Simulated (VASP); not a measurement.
Computed with PW91 GGA, VASP's PBE PAW potentials (set 64) (plane waves; VASP).

VASP ran on this input.

**INCAR**
```
# general
SYSTEM  = KZnF3
PREC    = Accurate
ENCUT   = 520   # plane-wave cut-off (eV)
LREAL   = .FALSE.   # projection in real space or not
LASPH   = .TRUE.   # aspherical one-centre terms

# electronic loop
EDIFF   = 1E-7   # SCF stop (eV)
NELM    = 100
ALGO    = Normal   # blocked Davidson
LMAXMIX = 4   # l cut-off of mixed one-centre charges

# smearing
ISMEAR  = 0   # Gaussian
SIGMA   = 0.05   # width (eV)

# functional
GGA     = 91   # PW91

# ions
ISIF    = 2

# output
LWAVE   = .FALSE.
LCHARG  = .FALSE.
```

POSCAR:
```
KZnF3
1
    4.0796495933     0.0000000000     0.0000000000
    0.0000000000     4.0796495933     0.0000000000
    0.0000000000     0.0000000000     4.0796495933
K Zn F
1 1 3
Direct
  0.0000000000   0.0000000000   0.0000000000
  0.5000000000   0.5000000000   0.5000000000
  0.5000000000   0.0000000000   0.5000000000
  0.0000000000   0.5000000000   0.5000000000
  0.5000000000   0.5000000000   0.0000000000
```

### KPOINTS
```
Automatic mesh
0
Gamma
6 6 6
0 0 0
```

POTCAR, in this order: K_sv Zn F (PBE.64 set). Program: vasp_std.

**Question.** What will the output report for the number of irreducible k-points (NKPTS), largest plane-wave count, number of space-group operations, FFT grid (NGX, NGY, NGZ)?

**Answer.** 
| Quantity | Value |
|---|---|
| number of irreducible k-points (NKPTS) | 20 |
| largest plane-wave count | 1856 |
| number of space-group operations | 48 |
| FFT grid (NGX, NGY, NGZ) | 30 × 30 × 30 |

The compound is KZnF3 in the cubic perovskite structure. This cell is one point of a volume scan, at 0.97 of the reference volume.
